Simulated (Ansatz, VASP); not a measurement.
**KNaICl in VASP and in Ansatz**

Contents of INCAR:

```
PREC = Accurate ; ENCUT = 520
EDIFF = 1E-6 ; ISMEAR = 0
SIGMA = 0.05 ; LREAL = False
LASPH = True ; NELM = 80
ALGO = Normal ; ISIF = 2
LWAVE = False ; LCHARG = False
NBANDS = 23
```

File KPOINTS:

```
regular mesh
0
Gamma
  6 6 4
```

POSCAR

```
KNaICl
1.0
    4.3202318646      0.0000000000      0.0000000000
    0.0000000000      4.6373527395      0.0000000000
    0.0000000000      0.0000000000      6.0230159778
K Na I Cl
1 1 1 1
Direct
    0.5000000000      0.5000000000      0.5000000000
    0.0000000000      0.0000000000      0.0000000000
    0.5000000000      0.5000000000      0.0000000000
    0.0000000000      0.0000000000      0.5000000000
```

Input for Ansatz:

```yaml
crystal:
  lattice:
    - [4.3202318646, 0.0, 0.0]
    - [0.0, 4.6373527395, 0.0]
    - [0.0, 0.0, 6.0230159778]
  atoms:
    - { symbol: K, position: [0.5, 0.5, 0.5] }
    - { symbol: Na, position: [0.0, 0.0, 0.0] }
    - { symbol: I, position: [0.5, 0.5, 0.0] }
    - { symbol: Cl, position: [0.0, 0.0, 0.5] }
basis:
  ecutwfc: 520.0
kpoints:
  mp_grid: { grid: [6, 6, 4] }
hamiltonian:
  xc: lda
  pseudopotentials: { kind: paw }
scf:
  occupations: { method: gaussian, width: 0.05 }
output:
  forces: true
  stress: true
  eigenvalues: true
```

Change from the starting cell: strain +e along x and -e along y -0.0367, strain +e along z and -e/2 along x and y -0.0733.

Alike in both runs: task single point; functional LDA; k mesh 6 × 6 × 4; occupations gaussian, width 0.05 eV; no spin polarisation.

|  | VASP | Ansatz |
| --- | --- | --- |
| version | VASP 6.6.1 | Ansatz 0.2.0 |
| potentials or method | VASP PAW LDA potentials, release 64 (K_sv, Na_pv, I, Cl) | scalar-relativistic, plane waves, PAW |
| plane-wave cutoff (eV) | 520 | 520 |
| valence electrons in the cell | 30 | 42 |

```tsv
	VASP	Ansatz	Ansatz less VASP
gap on the k mesh at the Fermi level (eV)	3.76	3.76	-0.006
least direct gap on the mesh (eV)	3.76	3.76	-0.006
pressure (GPa)	0.6	0.5	-0.06
largest component of the traceless stress (GPa)	3.96	3.89	-0.069
```

The two sets of potentials don't hold the same shells in valence.

Caveats: spin-orbit coupling is left out, which moves the levels of the heavy elements.
